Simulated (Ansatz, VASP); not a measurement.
# TiC in two plane-wave programs

Wanted: the spread between two codes on one cell, functional and k mesh. The cell is taken from a series of runs on this material, whose earlier steps may have relaxed, scaled, displaced or heated it; both programs get it as it stands.

Method: plane waves, with VASP 6.6.1 beside it; elastic constants at PBEsol, in Ansatz 0.2.0.

## (1) Set-up

The structure is cubic, space group Fm-3m (No. 225). The conventional cell has a = 4.293 Å, b = 4.293 Å, c = 4.293 Å, α = 90.00°, β = 90.00°, γ = 90.00°. Nearest to Ti lie 6 C at 2.15 Å. Nearest to C lie 6 Ti at 2.15 Å. Farther neighbours are not listed.

Structure file:

```cif
data_structure
_symmetry_space_group_name_H-M 'Fm-3m'
_symmetry_Int_Tables_number 225
_cell_length_a 4.2932
_cell_length_b 4.2932
_cell_length_c 4.2932
_cell_angle_alpha 90.000
_cell_angle_beta 90.000
_cell_angle_gamma 90.000
_cell_volume 79.13
loop_
_atom_site_label
_atom_site_type_symbol
_atom_site_symmetry_multiplicity
_atom_site_Wyckoff_symbol
_atom_site_fract_x
_atom_site_fract_y
_atom_site_fract_z
_atom_site_occupancy
Ti1 Ti 4 b 0.50000 0.00000 0.00000 1
C1 C 4 a 0.00000 0.00000 0.00000 1
```

## (2) Ansatz: elastic constants, PBEsol

Ansatz runs on its default PAW (the set named soft_2) files.

Elastic constants are differences of stresses under small strains, so they test the stress and the mesh.

input.yaml

```yaml
crystal:
  lattice:
    - [0.0, 2.1465983626, 2.1465983626]
    - [2.1465983626, 0.0, 2.1465983626]
    - [2.1465983626, 2.1465983626, 0.0]
  atoms:
    - { symbol: Ti, position: [0.5, 0.5, 0.5] }
    - { symbol: C, position: [0.0, 0.0, 0.0] }
kpoints:
  mp_grid: { grid: [30, 30, 30] }
hamiltonian:
  xc: pbesol
scf:
  occupations: { method: methfessel_paxton, width: 0.25 }
output:
  forces: true
  stress: true
  eigenvalues: true
elastic:
  mode: relaxed_ion
  stencil: two_point
  amplitude: 0.01
```

Command:

```console
ansatz run input.yaml --threads 4 --pin off --max-ram 16384MiB --backend cpu --events-out ev --progress --plain --runs-dir out
```

Numbers of over 12 decimals in the logs are rounded to 6 here.

The log of the run:

```text
Engine: ansatz 0.2.0, aarch64-unknown-linux-gnu
Pseudopotentials: kind: paw
Pseudopotential: Ti, paw, valence charge 12, recommended cutoff 420 eV (normal), Ti.paw.azcp
Pseudopotential: C, paw, valence charge 4, recommended cutoff 420 eV (normal), C.paw.azcp
Functional definition: PBEsol
  exchange = pbesol_x
  correlation = pbesol_c
Crystal: 2 atoms, lattice volume = 19.783 Å³
Basis set: ecut = 420 eV, 387 PW (Γ), exchange–correlation on 48×48×48 points (8 copies of the dense FFT grid, shifted against one another)
Bands: 12, of which v1, the nominal top of the filled ones, is band 8 counted from 1 (7 counted from 0)
Symmetry: 48 space group operations
Space group: Fm-3m (ITA 225), of the structure as read, at distance tolerance 2.7e-5 Å
k-points: 752 of 27000
Non-local potential: Ti, projectors of the file, l = 0: 3, l = 1: 2, l = 2: 3, l = 3: 1
Non-local potential: C, projectors of the file, l = 0: 2, l = 1: 2, l = 2: 1
PAW form: soft (Blöchl's): semilocal exchange-correlation on the pseudo side does not see the compensation charge
PAW frozen core: Ti, regenerated for the run's functional, and the local potential with it (the file was generated under x = pbe(κ = 0.804, μ = 0.219515), c = pbe(β = 0.066725))
PAW frozen core: C, regenerated for the run's functional, and the local potential with it (the file was generated under x = pbe(κ = 0.804, μ = 0.219515), c = pbe(β = 0.066725))
PAW one-centre angular grid: Ti, 590 points (default); XC on 64 Gauss nodes
PAW one-centre angular grid: C, 110 points (default); XC on 64 Gauss nodes
Initial density: superposition of atomic densities (neutral atoms: chi_scale 0, normalization atom), corrected by the library's trained network
Initial wavefunctions: pseudopotential atomic-orbital guess
Functional: x = pbesol(κ = 0.804, μ = 0.123457), c = pbesol(β = 0.046)
SCF iter   1: F=—  HF=-2722.425273 eV  |F-HF|=—  |Δ(HF+E_count)|=         —  Δρ=1.04e-2  dr2=2.42e-2  ethr=1.77e-3  ⟨swp⟩=4.3  Hψ=41562  notcnv=0
preconditioner: auto → none  [metal: Δε(μ)=0.011 eV  Ē_g=8.027 eV  σ=0.250 eV  W_gap=0.04  n_scr=8 (ndim 8)  ℏωp=23.6 eV  f_vac=0.000  D(μ)=0.29/eV (n_scr^D=0)  sad-step TF]
SCF iter   2: F=—  HF=-2722.421674 eV  |F-HF|=—  |Δ(HF+E_count)|=   3.60e-3  S|Δr|=    0.00e0  Δρ=6.95e-3  dr2=1.19e-2  ethr=1.51e-4  ⟨swp⟩=1.0  Hψ=15041  notcnv=0
SCF iter   3: F=—  HF=-2722.419306 eV  |F-HF|=—  |Δ(HF+E_count)|=   2.37e-3  S|Δr|=    0.00e0  Δρ=6.25e-4  dr2=4.73e-5  ethr=7.42e-5  ⟨swp⟩=2.1  Hψ=10975  notcnv=0
SCF iter   4: F=—  HF=-2722.419291 eV  |F-HF|=—  |Δ(HF+E_count)|=   1.50e-5  S|Δr|=    0.00e0  Δρ=1.15e-4  dr2=1.07e-6  ethr=2.96e-7  ⟨swp⟩=2.9  Hψ=15156  notcnv=0
SCF iter   5: F=—  HF=-2722.419292 eV  |F-HF|=—  |Δ(HF+E_count)|=   1.18e-6  S|Δr|=    0.00e0  Δρ=5.07e-6  dr2=5.04e-9  ethr=6.67e-9  ⟨swp⟩=2.3  Hψ=11440  notcnv=0
SCF iter   6: F=—  HF=-2722.419292 eV  |F-HF|=—  |Δ(HF+E_count)|=  9.10e-10  S|Δr|=    0.00e0  Δρ=6.30e-7  dr2=4.02e-11  ethr=3.15e-11  ⟨swp⟩=2.0  Hψ=12142  notcnv=0
SCF iter   7: F=—  HF=-2722.419292 eV  |F-HF|=—  |Δ(HF+E_count)|=  6.37e-12  S|Δr|=    0.00e0  Δρ=4.72e-8  dr2=1.73e-13  ethr=2.51e-13 (applied; sched 1.00e-12)  ⟨swp⟩=2.1  Hψ=13798  notcnv=0
SCF iter   8: F=-2722.419292 eV  HF=-2722.419292 eV  |F-HF|=9.09e-13  |Δ(HF+E_count)|=    0.00e0  S|Δr|=    0.00e0  Δρ=2.16e-9  dr2=5.99e-16  ethr=1.00e-12  ⟨swp⟩=3.8  Hψ=25337  notcnv=0
the search or the solves at the SCF's close seem to have found levels that the self-consistency loop had missed (the run counts 1). By its estimate they hold under 1e-12 electrons; where the run keeps them, the occupations were computed again with them
SCF 1 converged in 8 iterations: F = -2722.419292 eV  dr2 = 5.99e-16
  greatest PAW one-centre occupation: 0.999 electrons in one spin orbital (limit 2), on the Ti atom at site 0 (counted from 0), in its partial waves of l = 0
Crystal: 2 atoms, lattice volume = 19.585 Å³
Basis set: ecut = 420 eV, 363 PW (Γ), exchange–correlation on 48×48×48 points (8 copies of the dense FFT grid, shifted against one another)
Symmetry: 16 space group operations
k-points: 1992 of 27000
Initial density: handed on by an earlier stage of this run
Initial wavefunctions: those handed on with the density
iter 1 solved again at ethr=1.39e-5 eV; its pass at ethr=3.10e-3 eV (dr2=2.23e-3 eV) is discarded
SCF iter   1: F=—  HF=-2722.416362 eV  |F-HF|=—  |Δ(HF+E_count)|=         —  Δρ=3.29e-3  dr2=2.23e-3  ethr=1.39e-5  ⟨swp⟩=1.3  Hψ=158357  notcnv=0
preconditioner: auto → none  [metal: Δε(μ)=0.004 eV  Ē_g=8.141 eV  σ=0.250 eV  W_gap=0.01  n_scr=8 (ndim 8)  ℏωp=23.7 eV  f_vac=0.000  D(μ)=0.28/eV (n_scr^D=0)]
[...]
SCF 2 converged in 7 iterations: F = -2722.415735 eV  dr2 = 3.52e-14
Crystal: 2 atoms, lattice volume = 19.980 Å³
Basis set: ecut = 420 eV, 395 PW (Γ), exchange–correlation on 48×48×48 points (8 copies of the dense FFT grid, shifted against one another)
[...]
preconditioner: auto → none  [metal: Δε(μ)=0.005 eV  Ē_g=7.994 eV  σ=0.250 eV  W_gap=0.02  n_scr=8 (ndim 8)  ℏωp=23.5 eV  f_vac=0.000  D(μ)=0.29/eV (n_scr^D=0)]
[...]
SCF 3 converged in 6 iterations: F = -2722.415988 eV  dr2 = 4.03e-15
[...]
SCF iter   5: F=—  HF=-2722.418226 eV  |F-HF|=—  |Δ(HF+E_count)|=  8.55e-11  S|Δr|=    0.00e0  Δρ=4.09e-7  dr2=1.87e-11  ethr=3.56e-12  ⟨swp⟩=2.2  Hψ=65459  notcnv=0
SCF iter   6: F=—  HF=-2722.418226 eV  |F-HF|=—  |Δ(HF+E_count)|=  5.00e-12  S|Δr|=    0.00e0  Δρ=7.35e-8  dr2=2.47e-13  ethr=1.17e-13 (applied; sched 1.00e-12)  ⟨swp⟩=2.1  Hψ=70310  notcnv=0
SCF iter   7: F=-2722.418226 eV  HF=-2722.418226 eV  |F-HF|=0.00e0  |Δ(HF+E_count)|=  4.55e-13  S|Δr|=    0.00e0  Δρ=8.59e-9  dr2=5.41e-15  ethr=1.00e-12  ⟨swp⟩=3.9  Hψ=127976  notcnv=0
SCF 4 converged in 7 iterations: F = -2722.418226 eV  dr2 = 5.41e-15
iter 1 solved again at ethr=6.21e-9 eV; its pass at ethr=3.10e-3 eV (dr2=9.94e-7 eV) is discarded
SCF iter   1: F=—  HF=-2722.418226 eV  |F-HF|=—  |Δ(HF+E_count)|=         —  Δρ=7.53e-5  dr2=8.44e-7  ethr=6.21e-9  ⟨swp⟩=2.0  Hψ=273723  notcnv=0
preconditioner: auto → none  [metal: Δε(μ)=0.002 eV  Ē_g=8.060 eV  σ=0.250 eV  W_gap=0.01  n_scr=8 (ndim 8)  ℏωp=23.6 eV  f_vac=0.000  D(μ)=0.28/eV (n_scr^D=0)]
SCF iter   2: F=—  HF=-2722.418226 eV  |F-HF|=—  |Δ(HF+E_count)|=   2.67e-7  S|Δr|=    0.00e0  Δρ=3.29e-5  dr2=1.27e-7  ethr=5.28e-9  ⟨swp⟩=1.5  Hψ=46858  notcnv=0
SCF iter   3: F=—  HF=-2722.418226 eV  |F-HF|=—  |Δ(HF+E_count)|=   1.23e-8  S|Δr|=    0.00e0  Δρ=3.59e-6  dr2=1.17e-9  ethr=7.97e-10  ⟨swp⟩=1.7  Hψ=49822  notcnv=0
SCF iter   4: F=—  HF=-2722.418226 eV  |F-HF|=—  |Δ(HF+E_count)|=  3.29e-10  S|Δr|=    0.00e0  Δρ=3.07e-7  dr2=1.22e-11  ethr=7.33e-12  ⟨swp⟩=2.2  Hψ=55959  notcnv=0
SCF iter   5: F=—  HF=-2722.418226 eV  |F-HF|=—  |Δ(HF+E_count)|=    0.00e0  S|Δr|=    0.00e0  Δρ=8.92e-8  dr2=7.45e-13  ethr=7.62e-14 (applied; sched 1.00e-12)  ⟨swp⟩=2.0  Hψ=72274  notcnv=0
SCF iter   6: F=-2722.418226 eV  HF=-2722.418226 eV  |F-HF|=1.36e-12  |Δ(HF+E_count)|=  9.09e-13  S|Δr|=    0.00e0  Δρ=1.08e-8  dr2=4.75e-15  ethr=1.00e-12  ⟨swp⟩=4.0  Hψ=130518  notcnv=0
SCF 5 converged in 6 iterations: F = -2722.418226 eV  dr2 = 4.75e-15
SCF converged after 8 iterations
Stability not checked: this state was not tested for a lower state beside it, because cold or Methfessel-Paxton smearing, or corrected tetrahedra, fill the levels in a way that the test cannot read (fill_not_monotonic; see scf.lower_state_search)
Free energy (F): -2722.419292 eV
Harris-Foulkes:  -2722.419292 eV  (|F-HF|=9.09e-13)
Internal energy: -2722.419736 eV  (E = F + TS)
E sigma→0 (E₀):  -2722.419403 eV
Entropy (-TS):   0.000444 eV (0.222 meV/atom)
Fermi energy:    15.041803 eV
--- Per-component energies (eV) ---
  E_band       = -103.774354
  E_kinetic    = 363.231900
  E_local      = -759.526802  (includes V_loc(G=0)·N_el)
  E_nonlocal   = 33.356181
  E_hartree    = 309.145643
  E_xc         = -146.733632
  E_vxc        = -183.963063  (∫ρ·V_xc dr)
  E_paw        = -1116.379442  (= ΣΔE_a)
  E_vpaw       = -175.163993  (= ΣTr[D̂ρ^β])
  E_aug_tail   = 0.000138  (compensation charges beyond the density's cutoff)
  E_ewald      = -1405.674207
  E_core_change = 0.160485  (= ΣΔE_core)
  E_smearing   = 0.000444  (= −TS)
  E_closure    = 0.000000  (closes the sum)
  Σ components = -2722.419292   (vs F -2722.419292, Δ=0.00e0)
--- Forces (eV/Å), atoms counted from 1 ---
  atom   1  Ti     0.00000000    -0.00000000     0.00000000
  atom   2  C     -0.00000000     0.00000000    -0.00000000
  max |Σ_I F_I| component: 4.14e-29 eV/Å
--- Stress (GPa, compression-positive) ---
        0.000692      -0.000000      -0.000000
        0.000000       0.000692      -0.000000
       -0.000000      -0.000000       0.000692
  P = ⅓ Tr σ = 0.0007 GPa (0.007 kbar)
--- Band table (eV; the first three rows and the last of 752) ---
  k-point 0: bands = [... 4 lower, 2.5443, 15.7195, 15.7195, 15.7195, 16.7768, 16.7768, 16.7768, 16.8380]
  k-point 1: bands = [... 4 lower, 2.5708, 15.5717, 15.6888, 15.6888, 16.3334, 16.3334, 16.8651, 17.3513]
  k-point 2: bands = [... 4 lower, 2.6496, 15.2188, 15.4832, 15.4832, 16.0841, 16.0841, 17.0448, 17.9218]
  k-point 751: bands = [... 4 lower, 5.5031, 11.7756, 11.8897, 12.2952, 17.7535, 18.0885, 18.7176, 20.3429]
--- Elastic constants: 2 strain directions × 2 members + reference (group order 48) ---
  dense FFT box of the reference and of every strained cell: 24×24×24
  strains applied: 11, 23; error gains: componentwise 1.00 (the most a stress slope's error grows in a printed constant), spectral 1.73 (1 for all six strains in a standard setting)
  C = ∂σ_k/∂η_j (tension-positive GPa; Voigt order 11 22 33 23 13 12):
       556.122    123.453    123.453     -0.000      0.000     -0.000
       123.453    556.122    123.453     -0.000     -0.000      0.000
       123.453    123.453    556.122      0.000     -0.000     -0.000
         0.000     -0.000     -0.000    172.720     -0.000     -0.000
         0.000     -0.000     -0.000      0.000    172.720      0.000
        -0.000      0.000     -0.000     -0.000     -0.000    172.720
  reference stress σ⁰ (GPa):     -0.001     -0.001     -0.001      0.000      0.000      0.000
  C* (energy form; C + prestress term) asymmetry max|C*_kj − C*_jk| = 1.482e-15 GPa — a small one proves nothing (zero by symmetry where the batch's group is 432, −43m or m−3m); a large one is finite-difference/SCF noise where every solve meets its electron count
  moduli (Voigt/Reuss/Hill, GPa): K = 267.68/267.68/267.68   G = 190.17/187.87/189.02   E = 459.01   ν = 0.214
  mechanically stable: yes (min eigenvalue of sym C = 172.72 GPa)
  strain η (Voigt 11):  stress-route row diagonal C_11 = 556.12 GPa, energy-path curvature d²(F+E_count+ΔE)/dδ²/Ω₀ = 555.71 GPa
         δ    σ_11 (GPa)             F (eV)   n_scf  n_hpsi   n_pw
    -1.000e-2      -5.8698       -2722.4157354       7  430375    393   relax 0 steps, max|allowed force component| 1.15e-28 eV/Å
     1.000e-2       5.2527       -2722.4159879       6  368524    400   relax 0 steps, max|allowed force component| 5.07e-29 eV/Å
  strain η (Voigt 23):  stress-route row diagonal C_44 = 172.72 GPa, energy-path curvature d²(F+E_count+ΔE)/dδ²/Ω₀ = 172.69 GPa
         δ    σ_23 (GPa)             F (eV)   n_scf  n_hpsi   n_pw
    -1.000e-2      -1.7272       -2722.4182259       7  768482    397   relax 0 steps, max|allowed force component| 2.68e-29 eV/Å
     1.000e-2       1.7272       -2722.4182259       6  677890    397   relax 0 steps, max|allowed force component| 1.06e-28 eV/Å
```

(Continued in part 2 of 2.)

[Lines on the potential files, build, host, timing and source positions are cut from VASP's logs without a mark.]

[Logs are printed without paths, hosts, clocks, repeated set-up lines and the standing remarks that a program may print on its own settings, such as how far it seeks lower states.]

[Hosts, paths, dates, database ids (printed as entryN), source tags and the programs' standing remarks are cut or masked in the printed files.]
